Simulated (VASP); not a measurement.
Computed with G0W0 on PBE orbitals, VASP's PBE PAW potentials (set 64) (plane waves; VASP).

A VASP calculation is set up with these files.

KPOINTS:
```
Automatic mesh
0
Gamma
4 4 4
0 0 0
```

POSCAR:
```
CdF2
1
    0.0000000000     2.6950000000     2.6950000000
    2.6950000000     0.0000000000     2.6950000000
    2.6950000000     2.6950000000     0.0000000000
Cd F
1 2
Direct
  0.0000000000   0.0000000000   0.0000000000
  0.2500000000   0.2500000000   0.2500000000
  0.7500000000   0.7500000000   0.7500000000
```

**INCAR**
```
LCHARG  =  .FALSE.
NBANDS  =  192
LREAL  =  .FALSE.   # projection in real space or not
LSPECTRALGW  =  .TRUE.
ENCUT  =  500
ISMEAR  =  0   # Gaussian
PREC  =  Normal
LWAVE  =  .TRUE.
NOMEGA  =  64
SIGMA  =  0.01   # width (eV)
SYSTEM  =  CdF2
ALGO  =  EVGW0
ENCUTGW  =  180
LASPH  =  .TRUE.   # aspherical one-centre terms
GGA  =  PE   # PBE
NBANDSGW  =  27
NELMGW  =  1
```

POTCAR, in this order: Cd_sv_GW F_GW_new (PBE.64 set). Program: vasp_std. Read from the step before: W*.

The run wrote:

File OSZICAR:
```
energies w=
    0.000    0.000    1.401    0.000    2.798    0.000    4.190    0.000
    5.574    0.000    6.946    0.000    8.305    0.000    9.650    0.000
   10.978    0.000   12.290    0.000   13.584    0.000   14.861    0.000
   16.121    0.000   17.365    0.000   18.593    0.000   19.806    0.000
   21.006    0.000   22.196    0.000   23.375    0.000   24.546    0.000
   25.712    0.000   26.874    0.000   28.035    0.000   29.198    0.000
   30.363    0.000   31.535    0.000   32.717    0.000   33.911    0.000
   35.120    0.000   36.348    0.000   37.598    0.000   38.875    0.000
   40.183    0.000   41.527    0.000   42.912    0.000   44.343    0.000
   45.829    0.000   47.374    0.000   48.988    0.000   50.679    0.000
   52.460    0.000   54.340    0.000   56.336    0.000   58.461    0.000
   60.737    0.000   63.184    0.000   65.830    0.000   68.706    0.000
   71.849    0.000   75.307    0.000   79.137    0.000   83.407    0.000
   88.209    0.000   93.654    0.000   99.889    0.000  107.105    0.000
  115.560    0.000  125.609    0.000  137.750    0.000  152.711    0.000
  171.596    0.000  196.163    0.000  229.390    0.000  276.771    0.000
NQ=   1    0.0000    0.0000    0.0000,
 performed        463000 updates of chi_q(r,r)
NQ=   2    0.2500    0.0000    0.0000,
 performed       1299000 updates of chi_q(r,r)
NQ=   3    0.5000    0.0000    0.0000,
 performed       1949000 updates of chi_q(r,r)
NQ=   4    0.2500    0.2500    0.0000,
 performed       2713000 updates of chi_q(r,r)
NQ=   5    0.5000    0.2500    0.0000,
 performed       3715000 updates of chi_q(r,r)
NQ=   6   -0.2500    0.2500    0.0000,
 performed       4614000 updates of chi_q(r,r)
NQ=   7    0.5000    0.5000    0.0000,
 performed       5222000 updates of chi_q(r,r)
NQ=   8   -0.2500    0.5000    0.2500,
 performed       5996000 updates of chi_q(r,r)
 resolving degeneracies of screened two electron integrals
```

### OUTCAR
```


 k-point   1 :       0.0000    0.0000    0.0000
  band No.  KS-energies  QP-energies   sigma(KS)   V_xc(KS)     V^pw_x(r,r')   Z            occupation Imag(sigma)

      1     -97.3063    -103.3149     -39.8393     -32.0576     -55.4609       0.7721       2.0000       3.1983
      2     -58.4127     -63.0607     -36.8542     -31.0165     -49.0737       0.7962       2.0000       3.2658
      3     -58.4127     -63.0607     -36.8542     -31.0165     -49.0737       0.7962       2.0000       3.2658
      4     -58.4127     -63.0607     -36.8542     -31.0165     -49.0737       0.7962       2.0000       3.2658
      5     -19.6761     -22.7343     -26.5293     -22.2219     -36.3225       0.7100       2.0000       1.5898
      6     -18.5777     -21.6558     -27.8474     -23.5489     -37.5844       0.7161       2.0000       1.4404
      7      -4.4975      -7.1710     -26.3026     -22.8932     -31.3953       0.7841       2.0000       0.6249
      8      -4.4975      -7.1710     -26.3026     -22.8932     -31.3953       0.7841       2.0000       0.6249
      9      -4.4975      -7.1710     -26.3026     -22.8932     -31.3953       0.7841       2.0000       0.6249
     10      -3.3020      -6.1013     -28.8122     -25.3551     -33.1913       0.8097       2.0000       0.3848
     11      -3.3020      -6.1013     -28.8122     -25.3551     -33.1913       0.8097       2.0000       0.3848
     12       0.1369      -1.5626     -24.6960     -22.4388     -30.0127       0.7529       2.0000       0.5076
     13       0.1369      -1.5626     -24.6960     -22.4388     -30.0127       0.7529       2.0000       0.5076
     14       0.1369      -1.5626     -24.6960     -22.4388     -30.0127       0.7529       2.0000       0.5076
     15       0.6108      -1.3018     -27.0506     -24.5799     -32.0219       0.7741       2.0000       0.4307
     16       0.6108      -1.3018     -27.0506     -24.5799     -32.0219       0.7741       2.0000       0.4307
     17       0.6108      -1.3018     -27.0506     -24.5799     -32.0219       0.7741       2.0000       0.4307
     18       4.1944       5.0909     -11.2681     -12.3134      -7.7387       0.8576       0.0000      -0.1966
     19      13.8134      14.8902      -8.8831     -10.1464      -4.5715       0.8523       0.0000      -0.3226
     20      13.8134      14.8902      -8.8831     -10.1464      -4.5715       0.8523       0.0000      -0.3226
     21      13.8134      14.8902      -8.8831     -10.1464      -4.5715       0.8523       0.0000      -0.3226
     22      18.7550      19.5144      -7.1619      -8.0265      -2.6738       0.8784       0.0000      -0.5569
     23      21.0089      22.2006      -9.4280     -10.8168      -5.0907       0.8580       0.0000      -0.4344
     24      21.0089      22.2006      -9.4280     -10.8168      -5.0907       0.8580       0.0000      -0.4344
     25      24.5194      26.4543     -12.0958     -14.3889      -7.0868       0.8438       0.0000      -0.8270
     26      24.5194      26.4543     -12.0958     -14.3889      -7.0868       0.8438       0.0000      -0.8270
     27      24.5194      26.4543     -12.0958     -14.3889      -7.0868       0.8438       0.0000      -0.8270

 k-point   2 :       0.2500    0.0000    0.0000
  band No.  KS-energies  QP-energies   sigma(KS)   V_xc(KS)     V^pw_x(r,r')   Z            occupation Imag(sigma)

      1     -97.3064    -103.3044     -39.8395     -32.0577     -55.4612       0.7708       2.0000       3.1983
      2     -58.4138     -63.0559     -36.8535     -31.0156     -49.0734       0.7952       2.0000       3.2660
      3     -58.4138     -63.0559     -36.8535     -31.0156     -49.0734       0.7952       2.0000       3.2660
      4     -58.4138     -63.0559     -36.8535     -31.0156     -49.0734       0.7952       2.0000       3.2660
      5     -19.4924     -22.5465     -26.7584     -22.4514     -36.5420       0.7091       2.0000       1.5562
      6     -18.7413     -21.8232     -27.6601     -23.3608     -37.4059       0.7168       2.0000       1.4564
      7      -4.3052      -6.9887     -26.6263     -23.2143     -31.6538       0.7865       2.0000       0.5943
      8      -4.3052      -6.9887     -26.6263     -23.2143     -31.6538       0.7865       2.0000       0.5943
      9      -3.8926      -6.5743     -27.1047     -23.7163     -32.0375       0.7915       2.0000       0.5497
     10      -3.3340      -6.1212     -28.6485     -25.1986     -33.0600       0.8079       2.0000       0.3956
     11      -3.3340      -6.1212     -28.6485     -25.1986     -33.0600       0.8079       2.0000       0.3956
     12      -1.0625      -2.8965     -22.8299     -20.4199     -27.7653       0.7610       2.0000       0.5537
     13      -0.2481      -2.0552     -24.6213     -22.2383     -29.9007       0.7584       2.0000       0.5230
     14      -0.2481      -2.0552     -24.6213     -22.2383     -29.9007       0.7584       2.0000       0.5230
     15      -0.0143      -1.9186     -25.0977     -22.6343     -29.9272       0.7730       2.0000       0.4607
     16       0.6577      -1.1930     -26.6185     -24.2171     -31.6388       0.7707       2.0000       0.4383
     17       0.6577      -1.1930     -26.6185     -24.2171     -31.6388       0.7707       2.0000       0.4383
     18       6.0706       7.1681     -13.6877     -14.9964     -10.5562       0.8386       0.0000      -0.1984
     19      11.9211      12.9916      -9.9129     -11.1750      -5.9228       0.8482       0.0000      -0.3061
     20      14.6408      15.8794      -9.8269     -11.2924      -5.4004       0.8452       0.0000      -0.3660
     21      14.6408      15.8794      -9.8269     -11.2924      -5.4004       0.8452       0.0000      -0.3660
     22      19.9158      21.1463      -9.7730     -11.2101      -5.4567       0.8563       0.0000      -0.4846
     23      19.9158      21.1463      -9.7730     -11.2101      -5.4567       0.8563       0.0000      -0.4846
     24      20.6663      21.7812      -8.9295     -10.2244      -4.2729       0.8611       0.0000      -0.6193
     25      23.2388      24.7468      -9.4214     -11.1571      -4.6961       0.8689       0.0000      -0.6821
     26      24.4161      26.1862     -11.0797     -13.1652      -6.2103       0.8487       0.0000      -0.7277
     27      24.4161      26.1862     -11.0797     -13.1652      -6.2103       0.8487       0.0000      -0.7277

 k-point   3 :       0.5000    0.0000    0.0000
  band No.  KS-energies  QP-energies   sigma(KS)   V_xc(KS)     V^pw_x(r,r')   Z            occupation Imag(sigma)

      1     -97.3062    -103.3228     -39.8394     -32.0577     -55.4611       0.7732       2.0000       3.1983
      2     -58.4162     -62.9933     -36.8512     -31.0123     -49.0705       0.7839       2.0000       3.2664
      3     -58.4132     -63.0590     -36.8535     -31.0158     -49.0737       0.7958       2.0000       3.2659
      4     -58.4132     -63.0590     -36.8535     -31.0158     -49.0737       0.7958       2.0000       3.2659
      5     -19.1390     -22.2016     -27.1867     -22.8852     -36.9534       0.7120       2.0000       1.5056
      6     -19.0652     -22.1315     -27.2905     -22.9824     -37.0515       0.7117       2.0000       1.4857
      7      -4.1605      -6.8633     -26.9091     -23.4851     -31.8343       0.7894       2.0000       0.5588
      8      -4.1605      -6.8633     -26.9091     -23.4851     -31.8343       0.7894       2.0000       0.5588
      9      -3.2324      -6.0382     -28.9840     -25.5237     -33.4105       0.8109       2.0000       0.3897
     10      -3.2324      -6.0382     -28.9840     -25.5237     -33.4105       0.8109       2.0000       0.3897
     11      -3.0468      -5.8319     -29.2310     -25.7822     -33.8321       0.8076       2.0000       0.4174
     12      -1.6503      -3.5374     -21.9267     -19.4582     -26.7190       0.7645       2.0000       0.5876
     13      -1.1585      -3.0609     -22.5181     -20.0062     -27.6922       0.7574       2.0000       0.5866
     14      -0.7215      -2.5453     -23.6591     -21.2347     -29.0041       0.7523       2.0000       0.5663
     15      -0.7215      -2.5453     -23.6591     -21.2347     -29.0041       0.7523       2.0000       0.5663
     16       0.7141      -1.1334     -26.6405     -24.2496     -31.6620       0.7727       2.0000       0.4368
     17       0.7141      -1.1334     -26.6405     -24.2496     -31.6620       0.7727       2.0000       0.4368
     18       8.2911       9.8092     -14.8876     -16.7210     -11.2763       0.8280       0.0000      -0.2585
     19      10.2633      11.2544     -10.9678     -12.1415      -7.5493       0.8445       0.0000      -0.2704
     20      15.6193      17.1244     -11.3101     -13.1110      -6.6879       0.8357       0.0000      -0.4366
     21      15.6193      17.1244     -11.3101     -13.1110      -6.6879       0.8357       0.0000      -0.4366
     22      19.2985      20.4328      -9.5352     -10.8599      -5.3109       0.8563       0.0000      -0.4956
     23      19.2985      20.4328      -9.5352     -10.8599      -5.3109       0.8563       0.0000      -0.4956
     24      19.7453      20.7840      -8.3881      -9.5900      -3.9083       0.8642       0.0000      -0.5107
     25      22.2315      23.7381      -9.8099     -11.5415      -5.1714       0.8701       0.0000      -0.6300
     26      24.3039      25.7306      -8.8305     -10.4907      -4.2029       0.8593       0.0000      -0.5416
     27      24.3039      25.7306      -8.8305     -10.4907      -4.2029       0.8593       0.0000      -0.5416

 k-point   4 :       0.2500    0.2500    0.0000
  band No.  KS-energies  QP-energies   sigma(KS)   V_xc(KS)     V^pw_x(r,r')   Z            occupation Imag(sigma)

      1     -97.3066    -103.2411     -39.8397     -32.0579     -55.4614       0.7626       2.0000       3.1984
      2     -58.4144     -63.0457     -36.8533     -31.0154     -49.0734       0.7933       2.0000       3.2662
      3     -58.4144     -63.0457     -36.8533     -31.0154     -49.0734       0.7933       2.0000       3.2662
      4     -58.4144     -63.0457     -36.8533     -31.0154     -49.0734       0.7933       2.0000       3.2662
      5     -19.4507     -22.5059     -26.8180     -22.5114     -36.6014       0.7094       2.0000       1.5464
      6     -18.7696     -21.8444     -27.6328     -23.3359     -37.3827       0.7156       2.0000       1.4593
      7      -4.1586      -6.8303     -26.6992     -23.3044     -31.7157       0.7870       2.0000       0.5862
      8      -4.1586      -6.8303     -26.6992     -23.3044     -31.7157       0.7870       2.0000       0.5862
      9      -3.7799      -6.4913     -27.6070     -24.1943     -32.4749       0.7945       2.0000       0.5191
     10      -3.6622      -6.3710     -27.1437     -23.7573     -31.6582       0.7999       2.0000       0.4623
     11      -3.2456      -6.0483     -28.9394     -25.4847     -33.3301       0.8113       2.0000       0.3835
     12      -1.3203      -3.2701     -23.4070     -20.8721     -28.1663       0.7692       2.0000       0.5348
...
```
(Selected blocks of OUTCAR.)

The mesh is coarse and the basis finite, so the quasiparticle values are not converged.

The compound is CdF2 in the fluorite structure. The cell was not relaxed at this level. The k-mesh is coarse (spacing up to 0.50 per Å, 2π included), so the numbers may not be converged in it.
